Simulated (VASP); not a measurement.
Consider the following.

```
CELL_PARAMETERS angstrom
      3.75761     0.00000     0.00000
     -1.87880     3.25418     0.00000
      0.00000     0.00000     3.66724
ATOMIC_POSITIONS crystal
  Tc 0.00000 0.00000 0.00000
  Sb 0.66667 0.33333 0.50000
```

Level of theory: PBE GGA, VASP's PBE PAW potentials (set 64) (plane waves; VASP). Run with 300 eV cut-off, 8×8×7 Γ-centred mesh, Gaussian smearing of 0.20 eV, potentials Tc_pv Sb.

At this cut-off the stress carries a Pulay error, which pulls relaxed volumes low.

Give the stress tensor in GPa (positive for a compressed cell).

```
-13.68    0.00    0.00
  0.00  -13.68    0.00
  0.00    0.00  -19.91
```
The pressure is its mean diagonal, -15.76 GPa.

The structure was generated: TcSb was put into an ordered model structure, which need not be its known phase. The cell was not relaxed at this level.
